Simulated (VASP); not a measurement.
CuC23 (a cell with a defect), 24 atoms in the cell. The cell holds a defect, 24 atoms: a = 7.566 Å, b = 5.044 Å, c = 5.044 Å, α = 60.00°, β = 60.00°, γ = 60.00°. 

```yaml
Program: VASP 6.6.1
Task: single point
Functional: PBEsol
Potentials_or_basis: VASP PAW PBE potentials, release 64 (Cu, C)
Cutoff: 450 eV
k_mesh: 3 × 4 × 4
Occupations: gaussian, width 0.03 eV
Spin: collinear spin, ferromagnetic start
Starting_moments: "[1.0, 0.0, 0.0, 0.0, 0.0, 0.0, 0.0, 0.0, 0.0, 0.0, 0.0, 0.0, 0.0, 0.0, 0.0, 0.0, 0.0, 0.0, 0.0, 0.0, 0.0, 0.0, 0.0, 0.0] μB"
Fixed_moment: 1 μB
Hubbard_terms: Cu d U = 5 eV
Dq: 0
Further_INCAR_settings: LREAL = Auto; ALGO = Normal; EDIFF = 1e-05
```

Potentials or basis: VASP PAW PBE potentials, release 64 (Cu, C).

The run is started by

```bash
$ cat potpaw_PBE.64/Cu/POTCAR potpaw_PBE.64/C/POTCAR > POTCAR
$ mpirun -np 4 vasp_std > vasp.out
```

Hardware: 4 MPI ranks on Intel(R) Xeon(R) Platinum 8375C CPU @ 2.90GHz (Ice Lake) (shared host).

Q: Estimate the wall time of this run.

A: It took 3.5 min on 4 MPI ranks on Intel(R) Xeon(R) Platinum 8375C CPU @ 2.90GHz (Ice Lake) (shared host), peak memory 0.4 GiB a rank. Counts: scf iterations 14, k points 17.
